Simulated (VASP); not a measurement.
All values below come from PBEsol GGA, VASP's PBE PAW potentials (set 64) (plane waves; VASP 6.6.1).

The input files of a VASP run:

### KPOINTS
```
K-points
0
gamma
  6 6 5
```

INCAR:
```
ISMEAR  =  -1   # Fermi-Dirac
ENCUT  =  300
LREAL  =  .False.   # projection in real space or not
NELM  =  100
EDIFF  =  1E-6   # SCF stop (eV)
GGA  =  PS   # PBEsol
ALGO  =  Normal
LMAXMIX  =  4   # l cut-off of mixed one-centre charges
LASPH  =  .True.   # aspherical one-centre terms
LCHARG  =  .False.
ISIF  =  2   # forces and stress, cell fixed
SIGMA  =  0.136   # width (eV)
LWAVE  =  .False.
PREC  =  Accurate
SYSTEM  =  SrPd
```

### POSCAR
```
SrPd
1
    2.0415520000    -5.4440540000     0.0000000000
    2.0415520000     5.4440540000     0.0000000000
    0.0000000000     0.0000000000     4.3418890000
Sr Pd
2 2
Direct
  0.8606900000   0.1393100000   0.7500000000
  0.1393100000   0.8606900000   0.2500000000
  0.5705900000   0.4294100000   0.7500000000
  0.4294100000   0.5705900000   0.2500000000
```

POTCAR, in this order: Sr_sv Pd (PBE.64 set). Program: vasp_std.

At this cut-off the stress carries a Pulay error, which pulls relaxed volumes low.

Question: Estimate the energy per atom (σ→0), pressure, largest force.

Answer: 
```
Quantity                           Result
---------------------  ------------------
energy per atom (σ→0)  -425.8 kJ/mol-atom
pressure                         5.11 GPa
largest force                  0.294 eV/Å
```

### OSZICAR
```
...
DAV:   7    -0.177829900477E+02    0.20950E-01   -0.14778E+00  2488   0.577E+00    0.762E+00
DAV:   8    -0.176861518552E+02    0.96838E-01   -0.69816E-01  2448   0.455E+00    0.705E-01
DAV:   9    -0.176871394099E+02   -0.98755E-03   -0.17529E-02  2248   0.704E-01    0.275E-01
DAV:  10    -0.176871858558E+02   -0.46446E-04   -0.67840E-04  2608   0.140E-01    0.129E-01
DAV:  11    -0.176872517569E+02   -0.65901E-04   -0.25748E-04  2248   0.115E-01    0.370E-02
DAV:  12    -0.176872407133E+02    0.11044E-04   -0.84305E-05  2496   0.558E-02    0.874E-03
DAV:  13    -0.176872407594E+02   -0.46105E-07   -0.32464E-06  1832   0.109E-02
   1 F= -.17687241E+02 E0= -.17652069E+02  d E =-.703430E-01
```

The structure comes from a computed database's SrPd entry (Cmcm); how it stands against other phases isn't given here. The cell was not relaxed at this level, and its volume differs by -5.9 % from the start's.
